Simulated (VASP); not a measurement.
These are TPSS meta-GGA, VASP's PBE PAW potentials (set 64) (plane waves; VASP 6.6.1) values and carry that method's errors.

The input files of a VASP run:

### POSCAR
```
SiC
1
    0.0000000000     2.1822903118     2.1822903118
    2.1822903118    -0.0000000000     2.1822903118
    2.1822903118     2.1822903118     0.0000000000
Si C
1 1
Direct
  0.0000000000   0.0000000000   0.0000000000
  0.2500000000   0.2500000000   0.2500000000
```

KPOINTS:
```
Automatic mesh
0
Gamma
12 12 12
0 0 0
```

File KPOINTS_OPT:
```
k-points along high-symmetry lines
10
Line-mode
Reciprocal
  0.000000   0.000000   0.000000 ! GAMMA
 -0.500000  -0.500000   0.000000 ! X

 -0.500000  -0.500000   0.000000 ! X
 -0.375000  -0.375000   0.250000 ! U

 -0.375000  -0.000000   0.375000 ! K
  0.000000   0.000000   0.000000 ! GAMMA

  0.000000   0.000000   0.000000 ! GAMMA
 -0.000000  -0.000000   0.500000 ! L

 -0.000000  -0.000000   0.500000 ! L
 -0.500000  -0.250000   0.250000 ! W

 -0.500000  -0.250000   0.250000 ! W
 -0.500000  -0.500000   0.000000 ! X
```

### INCAR
```
SYSTEM=SiC
PREC=Accurate; ENCUT=520; LREAL=.FALSE.
LASPH=.TRUE.
EDIFF=1E-7; NELM=100; ALGO=Normal
LMIXTAU=.TRUE.
ISMEAR=-5
METAGGA=TPSS
ISIF=2
LWAVE=.FALSE.; LCHARG=.FALSE.; LORBIT=11
NEDOS=601
```

POTCAR, in this order: Si C (PBE.64 set). Program: vasp_std.

What VASP printed:

### OSZICAR
```
       N       E                     dE             d eps       ncg     rms          rms(c)
DAV:   1    -0.157888560542E+01   -0.15789E+01   -0.42032E+03  1224   0.866E+02
DAV:   2    -0.218881738034E+02   -0.20309E+02   -0.19837E+02  1624   0.109E+02
DAV:   3    -0.221857105040E+02   -0.29754E+00   -0.29754E+00  1312   0.167E+01
DAV:   4    -0.221864218269E+02   -0.71132E-03   -0.71132E-03  1888   0.898E-01
DAV:   5    -0.221864219683E+02   -0.14132E-06   -0.14132E-06  1304   0.104E-02    0.938E+00
DAV:   6    -0.209420489409E+02    0.12444E+01   -0.30869E+00  1152   0.220E+01    0.492E+00
DAV:   7    -0.191774218876E+02    0.17646E+01   -0.98620E+04  1152   0.172E+06    0.206E+00
DAV:   8    -0.210010029627E+02   -0.18236E+01   -0.25681E+00  1152   0.236E+01    0.129E+00
DAV:   9    -0.209801178251E+02    0.20885E-01   -0.11088E-01  1576   0.266E+00    0.545E-01
DAV:  10    -0.210012276058E+02   -0.21110E-01   -0.21729E-02  1392   0.150E+00    0.308E-01
DAV:  11    -0.210074503215E+02   -0.62227E-02   -0.81911E-03  1336   0.974E-01    0.208E-01
DAV:  12    -0.210094000855E+02   -0.19498E-02   -0.20761E-03  1416   0.355E-01    0.908E-02
DAV:  13    -0.210095651273E+02   -0.16504E-03   -0.43461E-05  1288   0.744E-02    0.680E-02
DAV:  14    -0.210097247388E+02   -0.15961E-03   -0.14773E-04  1224   0.132E-01    0.172E-02
DAV:  15    -0.210098181740E+02   -0.93435E-04   -0.40282E-05  1240   0.545E-02    0.554E-03
DAV:  16    -0.210098211830E+02   -0.30090E-05   -0.38232E-06  1360   0.276E-02    0.391E-03
DAV:  17    -0.210098223185E+02   -0.11355E-05   -0.44424E-07  1304   0.918E-03    0.254E-03
DAV:  18    -0.210098221314E+02    0.18704E-06   -0.39673E-07  1352   0.521E-03    0.533E-04
DAV:  19    -0.210098222068E+02   -0.75382E-07   -0.42823E-08   600   0.225E-03
   1 F= -.21009822E+02 E0= -.21009822E+02  d E =0.000000E+00
       N       E                     dE             ncg
```

OUTCAR:
```
------------------------ aborting loop because EDIFF is reached ----------------------------------------
  FORCE on cell =-STRESS in cart. coord.  units (eV):
  Direction    XX          YY          ZZ          XY          YZ          ZX
  --------------------------------------------------------------------------------------
  Total        0.0002145      0.0002145      0.0002145     -0.0000000      0.0000000      0.0000000
  in kB        0.0165351      0.0165351      0.0165351     -0.0000000      0.0000000      0.0000000
  external PRESSURE =       0.0165351 kB  Pullay stress =       0.0000000 kB
  volume of cell :       20.79
      direct lattice vectors                 reciprocal lattice vectors
     0.000000000  2.182290312  2.182290312    -0.229117087  0.229117087  0.229117087
     2.182290312  0.000000000  2.182290312     0.229117087 -0.229117087  0.229117087
     2.182290312  2.182290312  0.000000000     0.229117087  0.229117087 -0.229117087
  FREE ENERGIE OF THE ION-ELECTRON SYSTEM (eV)
  ---------------------------------------------------
  free  energy   TOTEN  =       -21.0098222068 eV

  energy  without entropy=      -21.0098222068  energy(sigma->0) =      -21.00982221

 total charge

# of ion       s       p       d       tot
------------------------------------------
    1        0.711   0.968   0.000   1.679
    2        0.856   1.714   0.000   2.570
--------------------------------------------------
tot          1.567   2.681   0.000   4.248
```
(Selected blocks of OUTCAR.)

The compound is SiC in the zinc blende structure. It was relaxed first.
